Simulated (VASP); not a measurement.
Method: PBEsol GGA, VASP's PBE PAW potentials (set 64) (plane waves; VASP).

A VASP calculation is set up with these files.

**KPOINTS**
```
Automatic mesh
0
Gamma
10 10 3
0 0 0
```

### INCAR
```
LCHARG  =  .FALSE.
LMAXMIX  =  6   ! l cut-off of mixed one-centre charges
ALGO  =  Normal
EDIFFG  =  -0.01   ! ionic stop
NSW  =  30
ENCUT  =  520
LWAVE  =  .FALSE.
EDIFF  =  1E-7
PREC  =  Accurate
LASPH  =  .TRUE.   ! aspherical one-centre terms
IBRION  =  2
NELM  =  100
SYSTEM  =  La
ISMEAR  =  1   ! Methfessel-Paxton
SIGMA  =  0.1
LREAL  =  .FALSE.
ISIF  =  4   ! ions and shape, fixed volume
GGA  =  PS   ! PBEsol
```

POSCAR:
```
La
1.0
  1.8117989362  -3.1381280161   0.0000000000
  1.8117989362   3.1381280161   0.0000000000
  0.0000000000   0.0000000000  11.5847909899
La
4
direct
  0.0000000000   0.0000000000   0.5000000000
  0.0000000000   0.0000000000   0.0000000000
  0.3333330000   0.6666670000   0.2500000000
  0.6666670000   0.3333330000   0.7500000000
```

POTCAR, in this order: La (PBE.64 set). Program: vasp_std.

Output

File OUTCAR:
```
 ion  position               nearest neighbor table
   1  0.000  0.000  0.500-   3 3.57   4 3.57   4 3.57   3 3.57   4 3.57   3 3.57
   2  0.000  0.000  0.000-   3 3.57   4 3.57   4 3.57   3 3.57   4 3.57   3 3.57
   3  0.333  0.667  0.250-   1 3.57   2 3.57   1 3.57   2 3.57   1 3.57   2 3.57
   4  0.667  0.333  0.750-   1 3.57   2 3.57   1 3.57   2 3.57   1 3.57   2 3.57
  LATTYP: Found a hexagonal cell.
 ALAT       =     3.6235980504
 C/A-ratio  =     3.1970408497
 Subroutine PRICEL returns:
 Original cell was already a primitive cell.
 Subroutine GETGRP returns: Found 24 space group operations
The static configuration has the point symmetry D_3d.
 The point group associated with its full space group is D_6h.
The dynamic configuration has the point symmetry D_3d.
 Subroutine INISYM returns: Found 24 space group operations
 Subroutine IBZKPT returns following result:
 Found     28 irreducible k-points:

 Following reciprocal coordinates:
            Coordinates               Weight
  0.000000  0.000000  0.000000      1.000000
  0.100000  0.000000  0.000000      6.000000
  0.200000  0.000000  0.000000      6.000000
  0.300000  0.000000  0.000000      6.000000
  0.400000  0.000000  0.000000      6.000000
...
```

### OSZICAR
```
       N       E                     dE             d eps       ncg     rms          rms(c)
DAV:   1     0.571722587133E+03    0.57172E+03   -0.14973E+04  1456   0.238E+03
DAV:   2     0.118961220068E+03   -0.45276E+03   -0.44709E+03  2216   0.465E+02
DAV:   3    -0.449142457808E+01   -0.12345E+03   -0.12243E+03  2738   0.285E+02
DAV:   4    -0.190761458555E+02   -0.14585E+02   -0.14387E+02  2688   0.102E+02
DAV:   5    -0.211638128157E+02   -0.20877E+01   -0.20148E+01  2888   0.336E+01    0.552E+00
DAV:   6    -0.213565043025E+02   -0.19269E+00   -0.30930E+00  2760   0.123E+01    0.272E+00
DAV:   7    -0.213481250120E+02    0.83793E-02   -0.47551E-01  2824   0.454E+00    0.693E-01
DAV:   8    -0.213518422498E+02   -0.37172E-02   -0.84893E-02  2832   0.196E+00    0.236E-01
DAV:   9    -0.213531564274E+02   -0.13142E-02   -0.18135E-02  2768   0.851E-01    0.196E-01
DAV:  10    -0.213536257290E+02   -0.46930E-03   -0.34962E-03  2672   0.402E-01    0.924E-02
DAV:  11    -0.213538030493E+02   -0.17732E-03   -0.72192E-04  2872   0.177E-01    0.433E-02
DAV:  12    -0.213538424079E+02   -0.39359E-04   -0.19430E-04  2880   0.913E-02    0.190E-02
DAV:  13    -0.213538553397E+02   -0.12932E-04   -0.92506E-05  2432   0.683E-02    0.661E-03
DAV:  14    -0.213538551457E+02    0.19397E-06   -0.10974E-05  2648   0.288E-02    0.492E-03
DAV:  15    -0.213538561735E+02   -0.10278E-05   -0.30937E-06  2320   0.152E-02    0.822E-04
DAV:  16    -0.213538562150E+02   -0.41497E-07   -0.20906E-07  1464   0.504E-03
   1 F= -.21353856E+02 E0= -.21353077E+02  d E =-.213539E+02
       N       E                     dE             d eps       ncg     rms          rms(c)
DAV:   1    -0.213548620948E+02   -0.10059E-02   -0.74171E-02  2152   0.498E+00    0.132E-01
DAV:   2    -0.213542913862E+02    0.57071E-03   -0.25303E-03  2528   0.581E-01    0.701E-02
DAV:   3    -0.213540799480E+02    0.21144E-03   -0.11140E-03  2600   0.333E-01    0.172E-02
DAV:   4    -0.213540807044E+02   -0.75638E-06   -0.66594E-05  2536   0.768E-02    0.105E-02
DAV:   5    -0.213540808608E+02   -0.15634E-06   -0.50915E-06  2664   0.206E-02    0.587E-03
DAV:   6    -0.213540810048E+02   -0.14400E-06   -0.97660E-07  2000   0.773E-03    0.522E-04
DAV:   7    -0.213540810122E+02   -0.73924E-08   -0.11540E-07  1232   0.526E-03
   2 F= -.21354081E+02 E0= -.21353338E+02  d E =-.224797E-03
       N       E                     dE             d eps       ncg     rms          rms(c)
DAV:   1    -0.213554454768E+02   -0.13645E-02   -0.11723E-01  2108   0.626E+00    0.166E-01
DAV:   2    -0.213545511378E+02    0.89434E-03   -0.40024E-03  2524   0.730E-01    0.882E-02
DAV:   3    -0.213542166533E+02    0.33448E-03   -0.17606E-03  2600   0.419E-01    0.216E-02
DAV:   4    -0.213542178081E+02   -0.11548E-05   -0.10210E-04  2504   0.960E-02    0.131E-02
DAV:   5    -0.213542181433E+02   -0.33516E-06   -0.80487E-06  2800   0.254E-02    0.698E-03
DAV:   6    -0.213542183140E+02   -0.17072E-06   -0.15833E-06  2072   0.942E-03    0.682E-04
DAV:   7    -0.213542183243E+02   -0.10278E-07   -0.16424E-07  1226   0.596E-03
   3 F= -.21354218E+02 E0= -.21353546E+02  d E =-.362109E-03
```

### OUTCAR
```
------------------------ aborting loop because EDIFF is reached ----------------------------------------
  FORCE on cell =-STRESS in cart. coord.  units (eV):
  Direction    XX          YY          ZZ          XY          YZ          ZX
  --------------------------------------------------------------------------------------
  Total        0.8941702      0.8941703      0.8675778      0.0000000      0.0000000      0.0000000
  in kB       10.8750667     10.8750682     10.5516452      0.0000000      0.0000000      0.0000000
  external PRESSURE =      10.7672601 kB  Pullay stress =       0.0000000 kB
  volume of cell :      131.73
      direct lattice vectors                 reciprocal lattice vectors
     1.814846089 -3.143405850  0.000000000     0.275505456 -0.159063138 -0.000000000
     1.814846089  3.143405850  0.000000000     0.275505456  0.159063138 -0.000000000
     0.000000000  0.000000000 11.545921548     0.000000000  0.000000000  0.086610670
 POSITION                                       TOTAL-FORCE (eV/Angst)
 -----------------------------------------------------------------------------------
      0.00000      0.00000      5.77296        -0.000000      0.000000      0.000000
      0.00000      0.00000      0.00000        -0.000000      0.000000      0.000000
      1.81485      1.04780      2.88648         0.000000      0.000000      0.000000
      1.81485     -1.04780      8.65944        -0.000000     -0.000000      0.000000
 -----------------------------------------------------------------------------------
    total drift:                                0.000000      0.000000      0.000000
  FREE ENERGIE OF THE ION-ELECTRON SYSTEM (eV)
  ---------------------------------------------------
  free  energy   TOTEN  =       -21.3542183243 eV

  energy  without entropy=      -21.3522001358  energy(sigma->0) =      -21.35354559

 reached required accuracy - stopping structural energy minimisation
```
(Selected blocks of OUTCAR.)

**CONTCAR**
```
La
   1.00000000000000
     1.8148460889286611   -3.1434058504017419    0.0000000000000000
     1.8148460889286611    3.1434058504017419    0.0000000000000000
     0.0000000000000000    0.0000000000000000   11.5459215475502237
  La
     4
Direct
     0.0000000000000000    0.0000000000000000    0.5000000000000000
     0.0000000000000000    0.0000000000000000    0.0000000000000000
     0.3333330000000032    0.6666669999999968    0.2500000000000000
     0.6666669999999968    0.3333330000000032    0.7500000000000000
```

The compound is La in the dhcp structure. This cell is one point of a volume scan, at 0.97 of the reference volume. Symmetry was kept, so distortions that lower it aren't found.
